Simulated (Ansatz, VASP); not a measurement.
# AlPt3C in two plane-wave programs, part 3 of 3

Aim: how closely do two programs agree when they are given the same cell, functional and k mesh? The cell is taken from a series of runs on this material, whose earlier steps may have relaxed, scaled, displaced or heated it; both programs get it as it stands.

VASP 6.6.1 and Ansatz 0.2.0.

So far: Starting point; VASP: relaxation of cell and atoms, PBEsol, pair 1; Ansatz: relaxation of cell and atoms, PBEsol, pair 1; Side by side; VASP: relaxation of cell and atoms, PBEsol, pair 2; Ansatz: relaxation of cell and atoms, PBEsol, pair 2.

### 8. VASP: relaxation of cell and atoms, PBEsol, pair 3

Level of this step: PBEsol; plane waves and PAW (Al, Pt, C) (VASP).

The relaxed volume is the usual yardstick between codes: in a stiff, nearly cubic crystal its relative difference is about their pressure difference at one cell divided by the bulk modulus.

INCAR reads:

```
SYSTEM = AlPt3C
PREC = Accurate
ENCUT = 600
EDIFF = 1E-07
NELM = 120
ISMEAR = 1
SIGMA = 0.2
LREAL = .FALSE.
ALGO = Normal
GGA = PS
NBANDS = 47
LASPH = .TRUE.
LORBIT = 11
LWAVE = .FALSE.
LCHARG = .FALSE.
ISIF = 3
IBRION = 2
NSW = 80
EDIFFG = -0.005
GGA_COMPAT = .FALSE.
NELMIN = 4
KPAR = 2
```

POSCAR reads:

```
AlPt3C
1.0
    4.0911260000     -4.1015220000      0.0000000000
    4.0911260000      4.1015220000      0.0000000000
    0.0000000000      0.0000000000      4.2363140000
Al Pt C
2 6 2
Direct
    0.0000000000      0.0000000000      0.0000000000
    0.5000000000      0.5000000000      0.0000000000
    0.5000000000      0.0000000000      0.0000000000
    0.0000000000      0.5000000000      0.0000000000
    0.2500000000      0.2500000000      0.5000000000
    0.7500000000      0.7500000000      0.5000000000
    0.7500000000      0.2500000000      0.6034415768
    0.2500000000      0.7500000000      0.3965584232
    0.5000000000      0.0000000000      0.5000000000
    0.0000000000      0.5000000000      0.5000000000
```

KPOINTS reads:

```
Automatic mesh
0
Gamma
6 6 8
0 0 0
```

The projector-augmented-wave data sets are Al, Pt and C (PBE family, release 64).

Run with:

```sh
$ mpirun -np 2 vasp_std
```

Numbers of over 12 decimals in the logs are rounded to 6 here.

What it wrote:

```text
[... set-up lines as in an earlier step ...]
 entering main loop
       N       E                     dE             d eps       ncg     rms          rms(c)
DAV:   1     0.461148730812E+03    0.46115E+03   -0.39242E+04  6110   0.166E+03
DAV:   2    -0.432549347424E+02   -0.50440E+03   -0.47811E+03  6604   0.328E+02
DAV:   3    -0.723435862030E+02   -0.29089E+02   -0.28152E+02  7688   0.696E+01
DAV:   4    -0.730227982896E+02   -0.67921E+00   -0.67646E+00  7070   0.114E+01
[...]
DAV:  14    -0.680602399291E+02    0.11692E-05   -0.99812E-06  6887   0.131E-02    0.553E-03
DAV:  15    -0.680602400671E+02   -0.13798E-06   -0.10477E-06  6835   0.621E-03    0.271E-03
DAV:  16    -0.680602400320E+02    0.35067E-07   -0.88738E-08  3979   0.197E-03
   1 F= -.68060240E+02 E0= -.68061913E+02  d E =-.680602E+02
[...]
2 F= -.68060178E+02 E0= -.68061859E+02  d E =0.619104E-04
[...]
3 F= -.68060300E+02 E0= -.68061976E+02  d E =-.604575E-04
[...]
4 F= -.68060342E+02 E0= -.68062015E+02  d E =-.413935E-04
[...]
5 F= -.68060356E+02 E0= -.68062026E+02  d E =-.552059E-04
[...]
reached required accuracy - stopping structural energy minimisation
```

OUTCAR, selected parts (step 8):

```text
  Total        0.0292392     -0.0159505      0.0059008      0.0000000      0.0000000      0.0000000
  in kB        0.3292700     -0.1796227      0.0664502      0.0000000      0.0000000      0.0000000
  external PRESSURE =       0.0720325 kB  Pullay stress =       0.0000000 kB

 POSITION                                       TOTAL-FORCE (eV/Angst)
 -----------------------------------------------------------------------------------
      0.00000      0.00000     -0.00000         0.000000      0.000000      0.000000
      4.08976     -0.00000      0.00000         0.000000      0.000000      0.000000
      2.04488     -2.05085      0.00000         0.000000      0.000000      0.000000
      2.04488      2.05085     -0.00000         0.000000      0.000000      0.000000
      2.04488     -0.00000      2.12032         0.000000     -0.000000     -0.000000
      6.13464     -0.00000      2.12032         0.000000      0.000000     -0.000000
      4.08976     -2.05085      2.56077         0.000000     -0.000000      0.002144
      4.08976      2.05085      1.67987        -0.000000      0.000000     -0.002144
      2.04488     -2.05085      2.12032         0.000000      0.000000      0.000000
      2.04488      2.05085      2.12032         0.000000      0.000000      0.000000
 -----------------------------------------------------------------------------------
    total drift:                                0.000000     -0.000000      0.000000

  FREE ENERGIE OF THE ION-ELECTRON SYSTEM (eV)
  ---------------------------------------------------
  free  energy   TOTEN  =       -68.0603556954 eV

  energy  without entropy=      -68.0653651861  energy(sigma->0) =      -68.06202553

[... 1 part as in an earlier step ...]

[... 3 further parts left out ...]
[key lines of the parts left out:]
E-fermi :  10.0579
```

### 9. Ansatz: relaxation of cell and atoms, PBEsol, pair 3

The same cell, functional, mesh and smearing now go to Ansatz, which takes its cutoff from its data sets.

The cell is taken from a series of runs on this material, whose earlier steps may have relaxed, scaled, displaced or heated it; both programs get it as it stands.

input.yaml reads:

```yaml
crystal:
  lattice:
    - [4.0911257507, -4.1015223872, 0.0]
    - [4.0911257507, 4.1015223872, 0.0]
    - [0.0, 0.0, 4.2363138507]
  atoms:
    - { symbol: Al, position: [0.0, 0.0, 0.0] }
    - { symbol: Al, position: [0.5, 0.5, 0.0] }
    - { symbol: Pt, position: [0.5, 0.0, 0.0] }
    - { symbol: Pt, position: [0.0, 0.5, 0.0] }
    - { symbol: Pt, position: [0.25, 0.25, 0.5] }
    - { symbol: Pt, position: [0.75, 0.75, 0.5] }
    - { symbol: Pt, position: [0.75, 0.25, 0.6034416045] }
    - { symbol: Pt, position: [0.25, 0.75, 0.3965583955] }
    - { symbol: C, position: [0.5, 0.0, 0.5] }
    - { symbol: C, position: [0.0, 0.5, 0.5] }
kpoints:
  mp_grid: { grid: [6, 6, 8] }
hamiltonian:
  xc: pbesol
  pseudopotentials: { kind: paw, azcp: { folder: soft_1 }, xc_functional: pbe }
scf:
  occupations: { method: methfessel_paxton, width: 0.2 }
output:
  forces: true
  stress: true
  eigenvalues: true
relax:
  adjacent_minimum: "off"
  f_tol: 0.001
  max_steps: 60
  cell: { stress_tol: 0.01 }
```

Run with:

```sh
$ ansatz run input.yaml --threads 4 --pin off --max-ram 10240MiB --backend cpu --events-out ev --progress --plain --runs-dir out
```

What it wrote:

```text
[...]
Crystal: 10 atoms, lattice volume = 142.169 Å³
Basis set: ecut = 420 eV, 2787 PW (Γ), exchange–correlation on 80×80×60 points (8 copies of the dense FFT grid, shifted against one another)
Bands: 74, of which v1, the nominal top of the filled ones, is band 61 counted from 1 (60 counted from 0)
Symmetry: 8 space group operations
[...]
k-points: 65 of 288
[...]
- { symbol: Pt, position: [0.5, 2.7755575615628914e-17, 0] }
    - { symbol: Pt, position: [2.7755575615628914e-17, 0.5, 0] }
    - { symbol: Pt, position: [0.25, 0.25, 0.500000] }
    - { symbol: Pt, position: [0.75, 0.75, 0.500000] }
    - { symbol: Pt, position: [0.75, 0.25, 0.603463] }
    - { symbol: Pt, position: [0.25, 0.75, 0.396537] }
    - { symbol: C, position: [0.5, 2.7755575615628914e-17, 0.500000] }
    - { symbol: C, position: [2.7755575615628914e-17, 0.5, 0.500000] }
[key lines of the parts left out:]
SCF converged after 6 iterations
Free energy (F): -75853.569491 eV
Fermi energy:    18.056441 eV
P = ⅓ Tr σ = 0.0003 GPa (0.003 kbar)
```

### 10. Side by side

What differs besides the data sets and the points named for the pairs above, as far as they apply: the data sets hold 122 valence electrons in Ansatz (on its PAW soft_1 files) and 74 in VASP. Total energies have different zeros and are not compared.

Compared:

```tsv
quantity	Ansatz	VASP	difference
volume (Å³)	142.17	142.27	-0.07 %
edge a after relaxation, in the typed setting (Å)	5.791	5.792	-0.03 %
edge c after relaxation, in the typed setting (Å)	4.240	4.241	-0.01 %
```

### 11. Outcome

| Quantity | Value |
| --- | --- |
| difference in volume (relaxation of cell and atoms, PBEsol, pair 1) | -0.090 % |
| difference in volume (relaxation of cell and atoms, PBEsol, pair 2) | -0.074 % |
| difference in volume (relaxation of cell and atoms, PBEsol, pair 3) | -0.072 % |

The difference in volume is -0.090 % (relaxation of cell and atoms, PBEsol, pair 1), within the 1.2 % picked in this series as the mark of a large difference, as far as the stopping tolerances let one tell. The data sets hold unlike numbers of valence electrons (61 in Ansatz and 37 in VASP and 122 in Ansatz and 74 in VASP), so part of the differences comes from the potentials. 1 further run of this series is not shown here. How closely two codes agree says nothing of how well the functional describes the real material.

[Lines on the potential files, build, host, timing and source positions are cut from VASP's logs without a mark.]

[Logs are printed without paths, hosts, clocks, repeated set-up lines and the standing remarks that a program may print on its own settings, such as how far it seeks lower states.]

[Hosts, paths, dates, database ids (printed as entryN), source tags and the programs' standing remarks are cut or masked in the printed files.]
